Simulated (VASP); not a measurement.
OSZICAR of a VASP run on Ti (hcp):

OSZICAR:
```
       N       E                     dE             d eps       ncg     rms          rms(c)
DAV:   1     0.238762727272E+03    0.23876E+03   -0.13440E+04  9120   0.184E+03
DAV:   2    -0.337238884980E+01   -0.24214E+03   -0.24075E+03  9440   0.499E+02
DAV:   3    -0.331750092425E+02   -0.29803E+02   -0.29610E+02 17984   0.141E+02
DAV:   4    -0.344864811023E+02   -0.13115E+01   -0.13111E+01  9440   0.316E+01
DAV:   5    -0.345597989642E+02   -0.73318E-01   -0.73317E-01 15000   0.529E+00    0.146E+01
DAV:   6    -0.271698386702E+02    0.73900E+01   -0.20729E+01 11400   0.610E+01    0.197E+00
DAV:   7    -0.246184757638E+02    0.25514E+01   -0.30824E+00 15096   0.141E+01    0.248E+00
DAV:   8    -0.253819535076E+02   -0.76348E+00   -0.55444E-01 12096   0.492E+00    0.197E+00
DAV:   9    -0.259297779962E+02   -0.54782E+00   -0.66412E-01  9120   0.108E+01    0.184E+00
DAV:  10    -0.258970752695E+02    0.32703E-01   -0.25772E-01 10656   0.564E+00    0.372E-01
DAV:  11    -0.259017940506E+02   -0.47188E-02   -0.13782E-02 12528   0.104E+00    0.283E-01
DAV:  12    -0.258902593247E+02    0.11535E-01   -0.18322E-02 11200   0.122E+00    0.948E-02
DAV:  13    -0.258963166456E+02   -0.60573E-02   -0.28095E-03 10064   0.596E-01    0.396E-02
DAV:  14    -0.258966635009E+02   -0.34686E-03   -0.70131E-04 11816   0.242E-01    0.223E-02
DAV:  15    -0.258967759894E+02   -0.11249E-03   -0.18389E-04  9632   0.150E-01    0.106E-02
DAV:  16    -0.258967725959E+02    0.33935E-05   -0.29384E-05 10616   0.561E-02    0.682E-03
DAV:  17    -0.258967710049E+02    0.15910E-05   -0.42945E-06 11680   0.243E-02    0.194E-03
DAV:  18    -0.258967718353E+02   -0.83047E-06   -0.14144E-06 11352   0.119E-02    0.825E-04
DAV:  19    -0.258967718795E+02   -0.44103E-07   -0.17384E-07  6456   0.519E-03
   1 F= -.25896772E+02 E0= -.25897199E+02  d E =0.128271E-02
```

Problem. Which electronic solver shows in the log?

Solution. It is blocked Davidson (ALGO = Normal, or the opening steps of other solvers). The INCAR had ALGO = Normal.

Problem. Can the final energy be trusted as converged?

Solution. The calculation finished and met its thresholds. It stopped with EDIFF = 1E-7, NELM = 100 (r2SCAN meta-GGA, plane waves, VASP's PBE PAW potentials (set 64)).

The compound is Ti in the hcp structure. This cell was strained or had an atom moved on purpose.
